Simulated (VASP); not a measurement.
Input:

```xyz
2
Lattice="4.1658 -2.2750 0.0000 4.1658 2.2750 0.0000 2.9234 0.0000 3.7394" Properties=species:S:1:pos:R:3 pbc="T T T"
Bi     2.6337     0.0000     0.8750
Bi     8.6214     0.0000     2.8644
```

Computed with PBE GGA, VASP's PBE PAW potentials (set 64) (plane waves; VASP). Settings: 400 eV cut-off, 2×2×2 Γ-centred mesh, first-order Methfessel-Paxton smearing of 0.10 eV, potentials Bi_d.

Give the force on each atom (eV/Å).

```csv
atom,Fx,Fy,Fz
Bi1,-2.305,0.000,-0.766
Bi2,2.305,0.000,0.766
```

Give the stress tensor in GPa (positive for a compressed cell).

```
8.20  0.00  0.39
0.00  7.03  0.00
0.39  0.00  7.16
```
The pressure is its mean diagonal, 7.46 GPa.

The compound is Bi in the a7 structure. The cell was not relaxed at this level. The k-mesh is coarse (spacing up to 0.84 per Å, 2π included), so the numbers may not be converged in it. The run is one of a series of settings (KPOINTS 2×2×2 Γ-centred mesh against the base run), some of them coarse on purpose.
